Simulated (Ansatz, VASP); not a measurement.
# ZnS2 in two plane-wave programs, part 2 of 2

One calculation is typed for both programs; each brings its own data sets. How far apart do they land? The cell is taken from a series of runs on this material, whose earlier steps may have relaxed, scaled, displaced or heated it; both programs get it as it stands.

VASP 6.6.1 and Ansatz 0.2.0.

So far: Set-up; VASP: dielectric response, LDA.

## 3. Ansatz: dielectric response, LDA

Level of this step: Ansatz beside VASP: Kohn-Sham DFT, plane waves, LDA (Ansatz).

Ansatz runs on its default PAW (the set named soft_2) files.

The same cell, functional (in two slightly different forms) and mesh now go to Ansatz, which takes its cutoff from its data sets.

input.yaml reads:

```yaml
crystal:
  lattice:
    - [5.94543046, 0.0, 0.0]
    - [0.0, 5.94543046, 0.0]
    - [0.0, 0.0, 5.94543046]
  atoms:
    - { symbol: Zn, position: [0.5, 0.5, 0.0] }
    - { symbol: Zn, position: [0.5, 0.0, 0.5] }
    - { symbol: Zn, position: [0.0, 0.5, 0.5] }
    - { symbol: Zn, position: [0.0, 0.0, 0.0] }
    - { symbol: S, position: [0.10024639, 0.89975361, 0.39975361] }
    - { symbol: S, position: [0.89975361, 0.39975361, 0.10024639] }
    - { symbol: S, position: [0.39975361, 0.10024639, 0.89975361] }
    - { symbol: S, position: [0.60024639, 0.60024639, 0.60024639] }
    - { symbol: S, position: [0.89975361, 0.10024639, 0.60024639] }
    - { symbol: S, position: [0.10024639, 0.60024639, 0.89975361] }
    - { symbol: S, position: [0.60024639, 0.89975361, 0.10024639] }
    - { symbol: S, position: [0.39975361, 0.39975361, 0.39975361] }
kpoints:
  mp_grid: { grid: [4, 4, 4] }
hamiltonian:
  xc: lda
scf:
  occupations: { method: fixed }
dielectric: {}
```

Command:

```bash
$ ansatz run input.yaml --threads 24 --pin off --max-ram 82944MiB --backend cuda --events-out ev --progress --plain --runs-dir out --devices 1 --max-vram 78GiB
```

Numbers of over 12 decimals in the logs are rounded to 6 here.

What it wrote:

```text
GPUs: using 1 of 1 available (devices: 1).
Engine: ansatz 0.2.0, aarch64-unknown-linux-gnu
Pseudopotentials: kind: paw
Pseudopotential: Zn, paw, valence charge 12, recommended cutoff 420 eV (normal), Zn.paw.azcp
Pseudopotential: S, paw, valence charge 6, recommended cutoff 420 eV (normal), S.paw.azcp
Functional definition: SPW92
  exchange = slater_x
  correlation = pw_c
[...]
Crystal: 12 atoms, lattice volume = 210.160 Å³
Basis set: ecut = 420 eV, 4067 PW (Γ), exchange–correlation on 80×80×80 points (8 copies of the dense FFT grid, shifted against one another)
Bands: 60, of which v1, the nominal top of the filled ones, is band 48 counted from 1 (47 counted from 0)
Symmetry: 24 space group operations
k-points: 27 of 64 (irreducible under 4 space group operations, time reversal used)
Non-local potential: Zn, projectors of the file, l = 0: 2, l = 1: 2, l = 2: 3, l = 3: 1
Non-local potential: S, projectors of the file, l = 0: 2, l = 1: 2, l = 2: 2
PAW form: soft (Blöchl's): semilocal exchange-correlation on the pseudo side does not see the compensation charge
PAW frozen core: Zn, regenerated for the run's functional, and the local potential with it (the file was generated under x = pbe(κ = 0.804, μ = 0.219515), c = pbe(β = 0.066725))
PAW frozen core: S, regenerated for the run's functional, and the local potential with it (the file was generated under x = pbe(κ = 0.804, μ = 0.219515), c = pbe(β = 0.066725))
PAW one-centre angular grid: Zn, 590 points (default); XC on 64 Gauss nodes
PAW one-centre angular grid: S, 110 points (default); XC on 64 Gauss nodes
Initial density: superposition of atomic densities (neutral atoms: chi_scale 0, normalization atom), corrected by the library's trained network
Initial wavefunctions: pseudopotential atomic-orbital guess
[...]
Functional: x = slater, c = lda
SCF iter   1: F=—  HF=-19946.439956 eV  |F-HF|=—  |Δ(HF+E_count)|=         —  Δρ=7.12e-3  dr2=9.22e-2  ethr=1.77e-3  ⟨swp⟩=4.4  Hψ=5928  notcnv=0  defer=205
preconditioner: auto → Resta (q_TF=auto, 2.394 Å⁻¹)  ε∞=7.1  [insulator: Δε(μ)=1.220 eV  Ē_g=10.188 eV  n_scr=56 (ndim 8)  ℏωp=25.1 eV  f_vac=0.000  ε∞_Penn≈7.1]
SCF iter   2: F=—  HF=-19946.418707 eV  |F-HF|=—  |Δ(HF+E_count)|=   2.12e-2  Δρ=3.55e-3  dr2=2.59e-2  ethr=9.60e-5  ⟨swp⟩=3.0  Hψ=3129  notcnv=0  defer=256
[...]
SCF iter   9: F=-19946.410886 eV  HF=-19946.410886 eV  |F-HF|=1.46e-11  |Δ(HF+E_count)|=  9.09e-11  Δρ=1.15e-7  dr2=3.11e-11  ethr=1.00e-12  ⟨swp⟩=12.9  Hψ=7590  notcnv=0
SCF 1 converged in 9 iterations: F = -19946.410886 eV  dr2 = 3.11e-11
  greatest PAW one-centre occupation: 0.989 electrons in one spin orbital (limit 2), on the Zn atom at site 0 (counted from 0), in its partial waves of l = 2
the response reads at least the filled bands of the reference SCF and the lowest empty band at each k-point, and that SCF's band table does not vouch for those bands. The notice of the band table in this run's record says why
[...]
DFPT response loops at Γ: preconditioner auto → Resta (q_TF=auto, 2.394 Å⁻¹)  ε∞=6.9 (no band partly filled); β = 1.00, the filter's whole step (`scf.mixing.beta` (0.50) is not read by the response loops at its default; to damp them type it under 1.00, their step now; it binds the ground state too); Broyden in place of MSR1
── the response to a field inside a basis, on 6×6×6 k-points: an SCF that follows is theirs, and a resumed run solves both again ──
[...]
Bands: 49, of which v1, the nominal top of the filled ones, is band 48 counted from 1 (47 counted from 0)
k-points: 11 of 216
[...]
Eigensolver: Dense (11 Hₖ)
SCF iter   1: F=—  HF=-19945.868368 eV  |F-HF|=—  |Δ(HF+E_count)|=         —  Δρ=8.07e-4  dr2=5.49e-4  ethr=1.00e-1
preconditioner: auto → Resta (q_TF=auto, 2.394 Å⁻¹)  ε∞=10.1  [insulator: Δε(μ)=1.456 eV  Ē_g=8.304 eV  n_scr=56 (ndim 8)  ℏωp=25.1 eV  f_vac=0.000  ε∞_Penn≈10.1]
SCF iter   2: F=—  HF=-19945.867970 eV  |F-HF|=—  |Δ(HF+E_count)|=   3.98e-4  Δρ=4.82e-4  dr2=2.94e-4  ethr=5.72e-7
SCF iter   3: F=—  HF=-19945.867925 eV  |F-HF|=—  |Δ(HF+E_count)|=   4.46e-5  Δρ=2.26e-4  dr2=6.48e-5  ethr=3.06e-7
SCF iter   4: F=—  HF=-19945.867917 eV  |F-HF|=—  |Δ(HF+E_count)|=   8.36e-6  Δρ=2.81e-5  dr2=2.26e-6  ethr=6.75e-8
SCF iter   5: F=—  HF=-19945.867917 eV  |F-HF|=—  |Δ(HF+E_count)|=   7.13e-8  Δρ=1.02e-5  dr2=1.59e-7  ethr=2.35e-9
SCF iter   6: F=-19945.867917 eV  HF=-19945.867917 eV  |F-HF|=1.35e-9  |Δ(HF+E_count)|=   7.18e-9  Δρ=1.41e-6  dr2=3.03e-9  ethr=1.66e-10
SCF 1 converged in 6 iterations: F = -19945.867917 eV  dr2 = 3.03e-9
  greatest PAW one-centre occupation: 0.988 electrons in one spin orbital (limit 2), on the Zn atom at site 2 (counted from 0), in its partial waves of l = 2
[...]
DFPT response loops at Γ: preconditioner auto → Resta (q_TF=auto, 2.394 Å⁻¹)  ε∞=6.4 (no band partly filled); β = 1.00, the filter's whole step (`scf.mixing.beta` (0.50) is not read by the response loops at its default; to damp them type it under 1.00, their step now; it binds the ground state too); Broyden in place of MSR1
SCF converged after 9 iterations
Free energy (F): -19946.410886 eV
Harris-Foulkes:  -19946.410886 eV  (|F-HF|=1.46e-11)
Internal energy: -19946.410886 eV  (E = F + TS)
E sigma→0 (E₀):  -19946.410886 eV
Fermi energy:    7.927957 eV
--- Per-component energies (eV) ---
  E_band       = 116.141306
  E_kinetic    = 1383.110824
  E_local      = -8191.433115  (includes V_loc(G=0)·N_el)
  E_nonlocal   = 2712.347120
  E_hartree    = 3388.563242
  E_xc         = -1309.658085
  E_vxc        = -913.255638  (∫ρ·V_xc dr)
  E_paw        = -11584.273323  (= ΣΔE_a)
  E_vpaw       = -1651.753415  (= ΣTr[D̂ρ^β])
  E_aug_tail   = -0.001438  (compensation charges beyond the density's cutoff)
  E_ewald      = -6352.520257
  E_core_change = 7.454146  (= ΣΔE_core)
  E_smearing   = -0.000000  (= −TS)
  E_closure    = 0.000000  (closes the sum)
  Σ components = -19946.410886   (vs F -19946.410886, Δ=0.00e0)
--- Band table (eV; the first three rows and the last of 27) ---
  k-point 0: bands = [... 44 lower, 7.2062, 7.2062, 7.9280, 7.9280, 9.5668, 10.0733, 10.7017, 10.7017, ... 8 higher]
  k-point 1: bands = [... 44 lower, 6.9432, 7.0008, 7.4119, 7.8815, 9.5565, 9.7940, 10.2682, 10.3632, ... 8 higher]
  k-point 2: bands = [... 44 lower, 6.0957, 6.0957, 7.7060, 7.7060, 9.7385, 9.7385, 9.7946, 9.7946, ... 8 higher]
  k-point 26: bands = [... 44 lower, 5.5633, 5.5633, 5.5633, 5.5633, 9.7639, 9.7639, 9.7639, 9.7639, ... 8 higher]
--- Dielectric response (ions clamped): 3 representative field directions + reference, inside a basis on a mesh of 216 k-points (Σ response iterations 15) ---
  ε∞ (high-frequency dielectric tensor):
        9.225231    -0.000000     0.000000
       -0.000000     9.225231     0.000000
        0.000000     0.000000     9.225231
  Born effective charges Z* (e; rows j = field, columns β = displacement):
    site 0:
         2.78860   -0.13269    0.21641
         0.21641    2.78860    0.13269
        -0.13269   -0.21641    2.78860
    site 1:
         2.78860    0.13269    0.21641
        -0.21641    2.78860   -0.13269
        -0.13269    0.21641    2.78860
    site 2:
         2.78860   -0.13269   -0.21641
         0.21641    2.78860   -0.13269
         0.13269    0.21641    2.78860
    site 3:
         2.78860    0.13269   -0.21641
        -0.21641    2.78860    0.13269
         0.13269   -0.21641    2.78860
    site 4:
        -1.39430   -0.29584   -0.30501
        -0.30501   -1.39430    0.29584
        -0.29584    0.30501   -1.39430
    site 5:
        -1.39430    0.29584   -0.30501
         0.30501   -1.39430   -0.29584
        -0.29584   -0.30501   -1.39430
    site 6:
        -1.39430   -0.29584    0.30501
        -0.30501   -1.39430   -0.29584
         0.29584   -0.30501   -1.39430
    site 7:
[...]
site 8:
[...]
site 9:
[...]
0.30501   -1.39430   -0.29584
        -0.29584   -0.30501   -1.39430
    site 10:
        -1.39430   -0.29584    0.30501
        -0.30501   -1.39430   -0.29584
         0.29584   -0.30501   -1.39430
    site 11:
        -1.39430    0.29584    0.30501
         0.30501   -1.39430    0.29584
         0.29584    0.30501   -1.39430
  Z* charge neutrality: 1.141e-2 e pre-enforcement
  solved inside a basis spanned on kpoints, on 6×6×6 k-points, its susceptibility summed on 8×8×8: ε∞ is read to err by 6.6e-2, Z* by 1.8e-2 e (field_mesh: kpoints solves on kpoints); Z* is corrected for what the basis lacks
```

## 4. Differences

Known differences besides the potentials themselves: fixed occupations in Ansatz, narrow Gaussian smearing in VASP; VASP's response is taken on the typed mesh, Ansatz refines its own for the field response alone; the cutoff is 420 eV in Ansatz and 400 eV in VASP; VASP's log shows a relativistic correction to its local exchange, Ansatz's none. Total energies have different zeros and are not compared.

Compared:

```
                                     quantity  Ansatz   VASP  difference
                                        ε∞ xx    9.23   8.94     +3.17 %
                                        ε∞ yy    9.23   8.94     +3.17 %
                                        ε∞ zz    9.23   8.94     +3.17 %
Born charge of Zn1 (mean of the diagonal) (e)    2.79   2.78       +0.01
 Born charge of S5 (mean of the diagonal) (e)   -1.39  -1.39       -0.01
```

## 5. Outcome

| Item | Value |
| --- | --- |
| difference in ε∞ xx (dielectric response, LDA) | 3.2 % |

**Reading.** The difference in ε∞ xx is 3.2 % (dielectric response, LDA), within the 5 % picked in this series as the mark of a large difference. Such differences can come from data sets, numerical settings and the points named under the comparisons, not from the functional's error against experiment.

[Lines on the potential files, build, host, timing and source positions are cut from VASP's logs without a mark.]

[Logs are printed without paths, hosts, clocks, repeated set-up lines and the standing remarks that a program may print on its own settings, such as how far it seeks lower states.]

[Hosts, paths, dates, database ids (printed as entryN), source tags and the programs' standing remarks are cut or masked in the printed files.]
